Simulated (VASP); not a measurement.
Data:

```
Sb
1.0
    3.88350    -2.16476    -0.03039
    3.88350     2.16476    -0.03039
    2.70466     0.00000     3.52895
Sb
2
Direct
  0.23605   0.23605   0.23605
  0.76395   0.76395   0.76395
```

Method: PBE GGA with D3 dispersion (Becke-Johnson damping), VASP's PBE PAW potentials (set 64) (plane waves; VASP). Numerical set-up: 520 eV cut-off, 8×8×8 Γ-centred mesh, tetrahedra with Blöchl corrections, potentials Sb.

Q: The job: Sb (a7), 2 atoms, PBE-D3(BJ), static run, 520 eV, 8×8×8 Γ-centred mesh. Roughly how much core time does it take on a busy server core?

A: About 20 core-seconds (one run on a shared machine, a rough figure). It had 65 irreducible k-points, 9 bands, up to 1623 plane waves and 11 electronic steps.

The compound is Sb in the a7 structure. It was relaxed first.
